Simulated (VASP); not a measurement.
Output of a VASP run:

### OUTCAR
```
 ion  position               nearest neighbor table
   1  0.500  0.500  0.500-   2 2.44   2 2.44   2 2.44   2 2.44   2 2.44   2 2.44   2 2.44   2 2.44
  LATTYP: Found a simple cubic cell.
 ALAT       =     2.8215099586
 Subroutine PRICEL returns:
 Original cell was already a primitive cell.
 Subroutine GETGRP returns: Found 48 space group operations
The static configuration has the point symmetry O_h .
The dynamic configuration has the point symmetry O_h .
 Subroutine INISYM returns: Found 48 space group operations
 Subroutine IBZKPT returns following result:
 Found     84 irreducible k-points:

 Following reciprocal coordinates:
            Coordinates               Weight
  0.000000  0.000000  0.000000      1.000000
  0.083333  0.000000  0.000000      6.000000
  0.166667  0.000000  0.000000      6.000000
  0.250000  0.000000  0.000000      6.000000
  0.333333  0.000000  0.000000      6.000000
  0.416667  0.000000  0.000000      6.000000
  0.500000  0.000000  0.000000      3.000000
  0.083333  0.083333  0.000000     12.000000
  0.166667  0.083333  0.000000     24.000000
  0.250000  0.083333  0.000000     24.000000
  0.333333  0.083333  0.000000     24.000000
  0.416667  0.083333  0.000000     24.000000
  0.500000  0.083333  0.000000     12.000000
  0.166667  0.166667  0.000000     12.000000
  0.250000  0.166667  0.000000     24.000000
  0.333333  0.166667  0.000000     24.000000
  0.416667  0.166667  0.000000     24.000000
  0.500000  0.166667  0.000000     12.000000
  0.250000  0.250000  0.000000     12.000000
  0.333333  0.250000  0.000000     24.000000
  0.416667  0.250000  0.000000     24.000000
  0.500000  0.250000  0.000000     12.000000
  0.333333  0.333333  0.000000     12.000000
  0.416667  0.333333  0.000000     24.000000
  0.500000  0.333333  0.000000     12.000000
  0.416667  0.416667  0.000000     12.000000
  0.500000  0.416667  0.000000     12.000000
  0.500000  0.500000  0.000000      3.000000
  0.083333  0.083333  0.083333      8.000000
  0.166667  0.083333  0.083333     24.000000
  0.250000  0.083333  0.083333     24.000000
  0.333333  0.083333  0.083333     24.000000
  0.416667  0.083333  0.083333     24.000000
  0.500000  0.083333  0.083333     12.000000
  0.166667  0.166667  0.083333     24.000000
  0.250000  0.166667  0.083333     48.000000
  0.333333  0.166667  0.083333     48.000000
  0.416667  0.166667  0.083333     48.000000
  0.500000  0.166667  0.083333     24.000000
  0.250000  0.250000  0.083333     24.000000
   k-points           NKPTS =     84   k-points in BZ     NKDIM =     84   number of bands    NBANDS=     10
   number of dos      NEDOS =    301   number of ions     NIONS =      2
   total plane-waves  NPLWV =  13824
   dimension x,y,z NGX =    24 NGY =   24 NGZ =   24
   dimension x,y,z NGXF=    48 NGYF=   48 NGZF=   48
   ions per type =               1   1
   PREC   = accura    normal or accurate (medium, high low for compatibility)
   ISTART =      0    job   : 0-new  1-cont  2-samecut
   ICHARG =      2    charge: 1-file 2-atom 10-const
   ISPIN  =      1    spin polarized calculation?
   LNONCOLLINEAR =      F non collinear calculations
   LSORBIT =      F    spin-orbit coupling
   INIWAV =      1    electr: 0-lowe 1-rand  2-diag
   ENCUT  =  520.0 eV  38.22 Ry    6.18 a.u.   5.25  5.25  5.25*2*pi/ulx,y,z
   NELM   =    100;   NELMIN=  2; NELMDL= -5     # of ELM steps
   EDIFF  = 0.1E-05   stopping-criterion for ELM
   LREAL  =      F    real-space projection
   NLSPLINE    = F    spline interpolate recip. space projectors
   LMAXMIX     =    4 max onsite mixed and CHGCAR
   VOSKOWN=      0    Vosko Wilk Nusair interpolation
   EDIFFG = -.1E-01   stopping-criterion for IOM
   NSW    =     60    number of steps for IOM
   NBLOCK =      1;   KBLOCK =     60    inner block; outer block
   IBRION =      2    ionic relax: 0-MD 1-quasi-New 2-CG
   NFREE  =      1    steps in history (QN), initial steepest desc. (CG)
...
```

OSZICAR:
```
       N       E                     dE             d eps       ncg     rms          rms(c)
DAV:   1     0.363310236066E+02    0.36331E+02   -0.54860E+03  1696   0.128E+03
DAV:   2    -0.124176061794E+02   -0.48749E+02   -0.46276E+02  1696   0.196E+02
DAV:   3    -0.136355067511E+02   -0.12179E+01   -0.12083E+01  1972   0.397E+01
DAV:   4    -0.136590261987E+02   -0.23519E-01   -0.23510E-01  2092   0.504E+00
DAV:   5    -0.136596909755E+02   -0.66478E-03   -0.66476E-03  1926   0.844E-01    0.128E+01
DAV:   6    -0.161773146988E+02   -0.25176E+01   -0.69522E+01  1908   0.126E+02    0.168E+01
DAV:   7    -0.119974938769E+02    0.41798E+01   -0.30658E+01  1846   0.801E+01    0.185E+00
DAV:   8    -0.119891234474E+02    0.83704E-02   -0.21095E-01  1758   0.416E+00    0.117E+00
DAV:   9    -0.119750955668E+02    0.14028E-01   -0.43501E-02  2072   0.299E+00    0.291E-01
DAV:  10    -0.119746421349E+02    0.45343E-03   -0.13475E-03  2194   0.520E-01    0.136E-01
DAV:  11    -0.119746317710E+02    0.10364E-04   -0.28637E-05  2158   0.564E-02    0.244E-02
DAV:  12    -0.119746263609E+02    0.54102E-05   -0.27310E-05  1974   0.742E-02    0.563E-03
DAV:  13    -0.119746263824E+02   -0.21505E-07   -0.33168E-07   890   0.581E-03
   1 F= -.12632544E+02 E0= -.12632465E+02  d E =-.126325E+02
```

**OUTCAR**
```
------------------------ aborting loop because EDIFF is reached ----------------------------------------
 Edisp (eV)   -0.65792
  FORCE on cell =-STRESS in cart. coord.  units (eV):
  Direction    XX          YY          ZZ          XY          YZ          ZX
  --------------------------------------------------------------------------------------
  Total       0.00085     0.00085     0.00085     0.00000     0.00000    -0.00000
  in kB       0.06073     0.06073     0.06073     0.00000     0.00000    -0.00000
  external pressure =        0.06 kB  Pullay stress =        0.00 kB
  volume of cell :       22.46
      direct lattice vectors                 reciprocal lattice vectors
     2.821509959  0.000000000  0.000000000     0.354420156  0.000000000  0.000000000
     0.000000000  2.821509959  0.000000000     0.000000000  0.354420156  0.000000000
     0.000000000  0.000000000  2.821509959     0.000000000  0.000000000  0.354420156
 POSITION                                       TOTAL-FORCE (eV/Angst)
 -----------------------------------------------------------------------------------
      1.41075      1.41075      1.41075         0.000000      0.000000      0.000000
      0.00000      0.00000      0.00000         0.000000      0.000000      0.000000
 -----------------------------------------------------------------------------------
    total drift:                                0.000000      0.000000      0.000000
  FREE ENERGIE OF THE ION-ELECTRON SYSTEM (eV)
  ---------------------------------------------------
  free  energy   TOTEN  =       -12.6325440906 eV

  energy  without entropy=      -12.6323065174  energy(sigma->0) =      -12.63246490

 reached required accuracy - stopping structural energy minimisation
```
(Selected blocks of OUTCAR.)

### POSCAR
```
CoAl
1
    2.8215099586    -0.0000000000     0.0000000000
   -0.0000000000     2.8215099586    -0.0000000000
    0.0000000000    -0.0000000000     2.8215099586
Al Co
1 1
Direct
  0.5000000000   0.5000000000   0.5000000000
  0.0000000000   0.0000000000   0.0000000000
```

Q: Write an INCAR and KPOINTS that could have produced this output.

A: This is not unique; one that fits is the input of the run itself, PBE GGA with D3 dispersion (zero damping), plane waves, VASP's PBE PAW potentials (set 64).

**KPOINTS**
```
Automatic mesh
0
Gamma
12 12 12
0 0 0
```

INCAR:
```
SYSTEM = CoAl
PREC = Accurate
ENCUT = 520
EDIFF = 1E-6
NELM = 100
ALGO = Normal
LREAL = .FALSE.
LASPH = .TRUE.
ISMEAR = 1
SIGMA = 0.1
GGA = PE
IVDW = 11
LMAXMIX = 4
LWAVE = .FALSE.
LCHARG = .FALSE.
IBRION = 2
ISIF = 3
NSW = 60
EDIFFG = -0.01
```

POTCAR, in this order: Al Co (PBE.64 set). Program: vasp_std.

The compound is CoAl in the CsCl type structure. It was relaxed first. The start is the result of an earlier pass. The run is not spin-polarised, so no magnetic state was tried.
